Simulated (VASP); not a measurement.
Consider the following.

```xyz
1
Lattice="-3.0021 3.0021 3.0021 3.0021 -3.0021 3.0021 3.0021 3.0021 -3.0021" Properties=species:S:1:pos:R:3 pbc="T T T"
Cs     0.0000     0.0000     0.0000
```

The numbers are results of PBEsol GGA, VASP's PBE PAW potentials (set 64) (plane waves; VASP), not measurements. Run with PREC = Normal, EDIFF = 1E-5, 400 eV cut-off, 10×10×10 Γ-centred mesh, first-order Methfessel-Paxton smearing of 0.10 eV, potentials Cs_sv.

Unless said otherwise, spin-orbit coupling is left out, though it shifts the bands of the heavy elements here.

Problem. Estimate the energy per atom (σ→0), band gap (on the k-mesh) with the smallest direct gap where there is one.

Solution. 
The band gap (on the k-mesh) is none (metal, semimetal or under 0.01 eV) and the energy per atom (σ→0) comes out as -0.938 eV/atom.

The absolute energy has meaning only against runs of the same code, potentials and settings.

The compound is Cs in the bcc structure. It was relaxed first.
